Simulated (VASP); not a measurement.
Consider the following.

```
Ge
1.0
    0.00000     2.83195     2.83195
    2.83195     0.00000     2.83195
    2.83195     2.83195     0.00000
Ge
2
Direct
  0.00000   0.00000   0.00000
  0.25000   0.25000   0.25000
```

Calculation: PBEsol GGA, VASP's PBE PAW potentials (set 64) (plane waves; VASP). Settings: 480 eV cut-off, 10×10×10 Γ-centred mesh, first-order Methfessel-Paxton smearing of 0.10 eV, potentials Ge_d.

Each relaxation starts from this cell; other phases were not tried.

The cell is relaxed at 15 GPa. What happens?

The volume per atom goes from 22.71 to 19.55 Å³ (-13.9 %), and the cell becomes a = b = c = 5.388 Å, α = β = γ = 90.00°, space group Fd-3m.

The cell is relaxed at 30 GPa. What happens?

The volume per atom goes from 22.71 to 17.80 Å³ (-21.6 %), and the cell becomes a = b = c = 5.2223 Å, α = β = γ = 90.00°, space group Fd-3m.

Failed runs are left out, and for metals the shear rows, which the mesh's noise covers.

The compound is Ge in the diamond structure.
